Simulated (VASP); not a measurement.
# FeW (Cmmm) in VASP: reference runs

Reference runs on FeW: the cell as given.

Everything below comes from runs of VASP 6.6.1. Logs are shortened: lines on timing, memory, paths and dates and some standing lists are left out, and cuts for length are marked.

### Step 1. The crystal as given

The structure is orthorhombic, space group Cmmm (No. 65). The conventional cell has a = 3.047 Å, b = 4.355 Å, c = 4.267 Å, α = 90.00°, β = 90.00°, γ = 90.00°. Around Fe (site symmetry mmm) lie 4 W at 2.62 Å and 4 Fe at 2.66 Å. W (site symmetry mmm) has 4 Fe at 2.62 Å and 4 W at 2.66 Å as nearest neighbours.

The cell was built by a generator and needn't be a form met in nature.

### Step 2. Single point, PBE, collinear spin, ferromagnetic start

The input, INCAR:

```
SYSTEM = FeW
PREC = Accurate ; ENCUT = 520
EDIFF = 1E-7 ; ISMEAR = -1
SIGMA = 0.05 ; LREAL = .FALSE.
LASPH = .TRUE. ; NELM = 100
ALGO = Normal ; ISIF = 2
LWAVE = .FALSE. ; LCHARG = .FALSE.
ISPIN = 2 ; MAGMOM = 3 0
LORBIT = 11 ; LMAXMIX = 4
GGA = PE ; NBANDS = 22
```

The input, KPOINTS:

```
Automatic mesh
0
G
  11 11 6
  0 0 0
```

The input, POSCAR:

```
FeW
1.0
    1.5234427000     -2.1774105000      0.0000000000
    1.5234427000      2.1774105000      0.0000000000
    0.0000000000      0.0000000000      4.2673741400
Fe W
1 1
Direct
    0.0000000000      0.0000000000      0.0000000000
    0.5000000000      0.5000000000      0.5000000000
```

Potentials or basis: VASP PAW PBE potentials, release 64 (Fe, W_sv).

Run with:

```console
cat potpaw_PBE.64/Fe/POTCAR potpaw_PBE.64/W_sv/POTCAR > POTCAR
mpirun -np 1 vasp_std > vasp.out
```

OUTCAR:

```text
SYSTEM = FeW
   PREC = Accurate
   ENCUT = 520
   EDIFF = 1E-7
   ISMEAR = -1
   LREAL = .FALSE.
   LASPH = .TRUE.
   NELM = 100
   ISIF = 2
   ISPIN = 2
   LORBIT = 11
   GGA = PE

 ion  position               nearest neighbor table
   1  0.000  0.000  0.000-   2 2.62   2 2.62   2 2.62   2 2.62   2 3.05   2 3.05   2 3.05   2 3.05

   2  0.500  0.500  0.500-   1 2.62   1 2.62   1 2.62   1 2.62   1 3.05   1 3.05   1 3.05   1 3.05

  LATTYP: Found a base centered orthorhombic cell.
 ALAT       =     3.0468854000
 B/A-ratio  =     1.4292697060
 C/A-ratio  =     1.4005692961

  Lattice vectors:

 A1 = (   1.5234427000,  -2.1774105000,   0.0000000000)
 A2 = (   1.5234427000,   2.1774105000,   0.0000000000)
 A3 = (   0.0000000000,   0.0000000000,   4.2673741400)

Analysis of symmetry for initial positions (statically):
=====================================================================
 Subroutine PRICEL returns:
 Original cell was already a primitive cell.

 Routine SETGRP: Setting up the symmetry group for a
 base centered orthorhombic supercell.

 Subroutine GETGRP returns: Found  8 space group operations
 (whereof  8 operations were pure point group operations)
 out of a pool of  8 trial point group operations.

The static configuration has the point symmetry D_2h.

Analysis of symmetry for dynamics (positions and initial velocities):
=====================================================================
 Subroutine PRICEL returns:
 Original cell was already a primitive cell.

 Routine SETGRP: Setting up the symmetry group for a
 base centered orthorhombic supercell.

 Subroutine GETGRP returns: Found  8 space group operations
 (whereof  8 operations were pure point group operations)
 out of a pool of  8 trial point group operations.

The dynamic configuration has the point symmetry D_2h.

Analysis of structural, dynamic, and magnetic symmetry:
=====================================================================
 Subroutine PRICEL returns:
 Original cell was already a primitive cell.

 Routine SETGRP: Setting up the symmetry group for a
 base centered orthorhombic supercell.

 Subroutine GETGRP returns: Found  8 space group operations
 (whereof  8 operations were pure point group operations)
 out of a pool of  8 trial point group operations.

The overall configuration has the point symmetry D_2h.

 Subroutine INISYM returns: Found  8 space group operations
 (whereof  8 operations are pure point group operations),
 and found     1 'primitive' translations

----------------------------------------------------------------------------------------

                                     Primitive cell

  volume of cell :      28.3111

  direct lattice vectors                    reciprocal lattice vectors
     1.523442700 -2.177410500  0.000000000     0.328204008 -0.229630563  0.000000000
     1.523442700  2.177410500  0.000000000     0.328204008  0.229630563  0.000000000
     0.000000000  0.000000000  4.267374140     0.000000000  0.000000000  0.234336144

  length of vectors
     2.657441278  2.657441278  4.267374140     0.400559692  0.400559692  0.234336144

  position of ions in fractional coordinates (direct lattice)
     0.000000000  0.000000000  0.000000000
     0.500000000  0.500000000  0.500000000

  ion indices of the primitive-cell ions
   primitive index   ion index
                 1           1
                 2           2

----------------------------------------------------------------------------------------

 KPOINTS: Automatic mesh

Automatic generation of k-mesh.
 Grid dimensions read from file:
 generate k-points for:   11   11    6

 Generating k-lattice:

  Cartesian coordinates                     Fractional coordinates (reciprocal lattice)
     0.029836728 -0.020875506  0.000000000     0.090909091  0.000000000  0.000000000
     0.029836728  0.020875506  0.000000000     0.000000000  0.090909091  0.000000000
     0.000000000  0.000000000  0.039056024     0.000000000  0.000000000  0.166666667

  Length of vectors
     0.036414517  0.036414517  0.039056024

  Shift w.r.t. Gamma in fractional coordinates (k-lattice)
     0.000000000  0.000000000  0.000000000

 Subroutine IBZKPT returns following result:
 ===========================================

 Found    144 irreducible k-points:

 Following reciprocal coordinates:
            Coordinates               Weight
  0.000000  0.000000  0.000000      1.000000
  0.090909  0.000000  0.000000      4.000000
  0.181818  0.000000  0.000000      4.000000
  0.272727  0.000000  0.000000      4.000000
  0.363636  0.000000  0.000000      4.000000
  0.454545  0.000000  0.000000      4.000000
[... 16 lines left out ...]
 -0.272727  0.181818  0.000000      4.000000
 -0.181818  0.181818  0.000000      2.000000
 [... further k-points ...]
   k-points           NKPTS =    144   k-points in BZ     NKDIM =    144   number of bands    NBANDS=     22
   number of dos      NEDOS =    301   number of ions     NIONS =      2
   total plane-waves  NPLWV =  12800
   dimension x,y,z NGX =    20 NGY =   20 NGZ =   32
   dimension x,y,z NGXF=    40 NGYF=   40 NGZF=   64
   ions per type =               1   1
   NGX,Y,Z   is equivalent  to a cutoff of  12.51, 12.51, 12.47 a.u.
   NGXF,Y,Z  is equivalent  to a cutoff of  25.02, 25.02, 24.93 a.u.
 SYSTEM =  FeW
   PREC   = accura    normal or accurate (medium, high low for compatibility)
   ISTART =      0    job   : 0-new  1-cont  2-samecut
   ICHARG =      2    charge: 1-file 2-atom 10-const
   ISPIN  =      2    spin polarized calculation?
   LNONCOLLINEAR =      F non collinear calculations
   LSORBIT =      F    spin-orbit coupling
   LASPH  =      T    aspherical Exc in radial PAW
   ENCUT  =  520.0 eV  38.22 Ry    6.18 a.u.   4.94  4.94  7.93*2*pi/ulx,y,z
   NELM   =    100;   NELMIN=  2; NELMDL= -5     # of ELM steps
   EDIFF  = 0.1E-06   stopping-criterion for ELM
   LREAL  =      F    real-space projection
   EDIFFG = 0.1E-05   stopping-criterion for IOM
   NSW    =      0    number of steps for IOM
   IBRION =     -1    ionic relax: 0-MD 1-quasi-New 2-CG
   NFREE  =      0    steps in history (QN), initial steepest desc. (CG)
   ISIF   =      2    stress and relaxation
   ISYM   =      2    0-nonsym 1-usesym 2-fastsym
   POTIM  = 0.5000    time-step for ionic-motion
   TEBEG  =    0.0;   TEEND  =   0.0 temperature during run
   PSTRESS=    0.0 pullay stress
   NELECT =      22.0000    total number of electrons
   NUPDOWN=      -1.0000    fix difference up-down
   EMIN   =  10.00;   EMAX   =-10.00  energy-range for DOS
   EFERMI =   0.00;   METHOD = LEGACY
   ISMEAR =    -1;   SIGMA  =   0.05  broadening in eV -4-tet -1-fermi 0-gaus
   EFERMI_NEDOS =   21; number of points for ismear=-14 and -15
   IALGO  =     38    algorithm
   IMIX   =      4    mixing-type and parameters
     AMIX     =   0.40;   BMIX     =  1.00
     AMIX_MAG =   1.60;   BMIX_MAG =  1.00
  volume/ion in A,a.u.               =      14.16        95.53
  Fermi-wavevector in a.u.,A,eV,Ry     =   1.505093  2.844213 30.821345  2.265305
  Thomas-Fermi vector in A             =   2.615987
   LORBIT       =     11    0 simple, 1 ext, 2 COOP (PROOUT), +10 PAW based schemes
   GGA     = PE    functional components
   LHFCALC =     F    Hartree Fock is set to
   AEXX    =    0.0000 exact exchange contribution
   IVDW    =     0    specifies the selected vdW correction
   LEPSILON=     F    determine dielectric tensor
   LRPA    =     F    only Hartree local field effects (RPA)
 spin polarized calculation
  energy-cutoff  :      520.00
  volume of cell :       28.31
 maximum number of plane-waves:       776
   NGX =  9   NGY =  9   NGZ = 15

 number of electron      22.0000007 magnetization       1.9291409

 Free energy of the ion-electron system (eV)
  ---------------------------------------------------
  ext. energy  EPLUGINS =         0.00000000
  ---------------------------------------------------
  free energy    TOTEN  =       -20.85684854 eV

  energy without entropy =      -20.84124554  energy(sigma->0) =      -20.84904704

 E-fermi :   8.6355     XC(G=0): -13.1814

 val. band max:        8.6344294194   @ k =  -0.4545   0.2727   0.1667
 cond. band min:       8.6356599699   @ k =   0.0909   0.0909   0.5000
 fundamental gap:      0.0012305505
 Fermi energy:         8.6355066515

 spin component 1

 k-point     1 :       0.0000    0.0000    0.0000
  band No.  band energies     occupation
      1     -65.3764      1.00000
      2     -29.6442      1.00000
      3     -29.0533      1.00000
      4     -28.8080      1.00000
      5      -0.3179      1.00000
      6       3.2336      1.00000
[... 14 lines left out ...]
     21      27.2247      0.00000
     22      27.5013      0.00000
[... 552 lines left out ...]
  band No.  band energies     occupation
      1     -65.3268      1.00000
      2     -29.5693      1.00000
      3     -29.2570      1.00000
      4     -29.2284      1.00000
      5       1.0711      1.00000
      6       4.0378      1.00000
[... 14 lines left out ...]
     21      26.0370      0.00000
     22      28.9890      0.00000

 [... further k-points ...]

 spin component 2

 k-point     1 :       0.0000    0.0000    0.0000
  band No.  band energies     occupation
      1     -65.4291      1.00000
      2     -29.7664      1.00000
      3     -29.1079      1.00000
      4     -28.8430      1.00000
      5      -0.3057      1.00000
      6       3.5473      1.00000
[... 14 lines left out ...]
     21      26.9809      0.00000
     22      27.3349      0.00000
[... 552 lines left out ...]
  band No.  band energies     occupation
      1     -65.3796      1.00000
      2     -29.6913      1.00000
      3     -29.2915      1.00000
      4     -29.2825      1.00000
      5       1.0989      1.00000
      6       4.5492      1.00000
[... 14 lines left out ...]
     21      26.1200      0.00000
     22      28.8365      0.00000

 [... further k-points ...]

------------------------ aborting loop because EDIFF is reached ----------------------------------------

  FORCE on cell =-STRESS in cart. coord.  units (eV):
  Direction    XX          YY          ZZ          XY          YZ          ZX
  --------------------------------------------------------------------------------------
  -------------------------------------------------------------------------------------
  Total        0.2768148     -1.0848671     -0.8848978      0.0000000      0.0000000      0.0000000
  in kB       15.6654434    -61.3945708    -50.0779487      0.0000000      0.0000000      0.0000000
  external PRESSURE =     -31.9356920 kB  Pullay stress =       0.0000000 kB

 VOLUME and BASIS-vectors are now :
 -----------------------------------------------------------------------------
  energy-cutoff  :      520.00
  volume of cell :       28.31
      direct lattice vectors                 reciprocal lattice vectors
     1.523442700 -2.177410500  0.000000000     0.328204008 -0.229630563  0.000000000
     1.523442700  2.177410500  0.000000000     0.328204008  0.229630563  0.000000000
     0.000000000  0.000000000  4.267374140     0.000000000  0.000000000  0.234336144

 POSITION                                       TOTAL-FORCE (eV/Angst)
 -----------------------------------------------------------------------------------
      0.00000      0.00000      0.00000         0.000000      0.000000      0.000000
      1.52344      0.00000      2.13369        -0.000000     -0.000000      0.000000
 -----------------------------------------------------------------------------------
    total drift:                                0.000000      0.000000      0.000000

  FREE ENERGIE OF THE ION-ELECTRON SYSTEM (eV)
  ---------------------------------------------------
  free  energy   TOTEN  =       -20.8568485395 eV

  energy  without entropy=      -20.8412455416  energy(sigma->0) =      -20.84904704

 total charge

# of ion       s       p       d       tot
------------------------------------------
    1        0.447   0.522   6.193   7.162
    2        2.422   6.315   3.358  12.094
--------------------------------------------------
tot          2.869   6.837   9.551  19.257

 magnetization (x)

# of ion       s       p       d       tot
------------------------------------------
    1        0.008  -0.005   2.117   2.120
    2       -0.007  -0.032  -0.103  -0.142
--------------------------------------------------
tot          0.001  -0.037   2.014   1.978
```

Run time: 4.1 min. Hardware: 1 thread of Intel Xeon Platinum 8375C at 2.90GHz (Ice Lake), shared host; peak memory 0.25 GiB.

Results:

* Free energy: -20.8568 eV
* Pressure: -3.2 GPa
* Band gap on the k mesh: none (metal or under the smearing width)
* Net moment: 1.93 μB per cell
* Site moments: Fe +2.12; W -0.14 μB
* Valence electrons inside the program's atomic spheres: Fe 7.16; W 12.09

Stress tensor (GPa, compression positive):
```
 1.57  0.00  0.00
 0.00 -6.14  0.00
 0.00  0.00 -5.01
```

Levels at points of the mesh, in eV from the Fermi level:
Spin up:
```
           k point  band 8  band 9  band 10  band 11  band 12  band 13  band 14  band 15  band 16  band 17
(0.00, 0.00, 0.00)   -2.28   -2.17    -1.81    -1.64    -1.36     0.67     2.33     3.50     3.67     9.40
(0.00, 0.00, 0.50)   -2.63   -2.45    -1.74    -1.67    -1.60    -1.54     2.04     2.25     3.33    12.79
```
Spin down:
```csv
k point,band 7,band 8,band 9,band 10,band 11,band 12,band 13,band 14
"(0.00, 0.00, 0.00)",-2.80,-1.05,-0.87,-0.55,0.66,0.94,1.01,2.41
"(0.00, 0.00, 0.50)",-2.46,-1.71,-1.02,-0.99,0.08,0.66,0.89,1.96
```
